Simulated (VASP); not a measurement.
VASP runs on CuCl (zinc blende) share one base input (PBE GGA, plane waves, VASP's PBE PAW potentials (set 64)) and change the settings named in each case.

### POSCAR
```
CuCl
1
    0.0000000000     2.7591000000     2.7591000000
    2.7591000000     0.0000000000     2.7591000000
    2.7591000000     2.7591000000     0.0000000000
Cu Cl
1 1
Direct
  0.0000000000   0.0000000000   0.0000000000
  0.2500000000   0.2500000000   0.2500000000
```

### INCAR
```
# general
SYSTEM =CuCl
PREC   =Accurate
ENCUT  =400
LREAL  =.False.
LASPH  =.True.

# electronic loop
EDIFF  =1E-6
NELM   =100
ALGO   =Normal
LMAXMIX=4

# smearing
ISMEAR =0
SIGMA  =0.05

# functional
GGA    =PE

# ions
ISIF   =2

# output
LWAVE  =.False.
LCHARG =.False.
```

**KPOINTS**
```
Automatic mesh
0
Gamma
8 8 8
0 0 0
```

POTCAR, in this order: Cu Cl (PBE.64 set). Program: vasp_std.

| change | E(σ→0) (eV/atom) | pressure (GPa) | gap on the mesh (eV) |
|---|---|---|---|
| base run | -3.1646 | -2.39 | 0.44 |
| GGA = PS | -3.4834 | -5.87 | 0.32 |
| IVDW = 12 | -3.4268 | [?] | 0.44 |
| IVDW = 11 | -3.3901 | -4.47 | 0.44 |
| GGA = AM | -3.2613 | -4.95 | 0.46 |
| GGA = RP | -2.8291 | 0.20 | 0.58 |

**Question.** Complete the blanks.

**Answer.** 
- IVDW = 12, pressure (GPa): -4.62

Energies of different potentials or functionals have different zeros.

Left out are runs that ran out of time, are held back, or changed the cell or the kind of run, fixed moments of cells without a moment, rows past the twelfth, gaps on odd meshes, pressures of charged cells and columns that move by less than the noise.

The compound is CuCl in the zinc blende structure. The cell was not relaxed at this level.
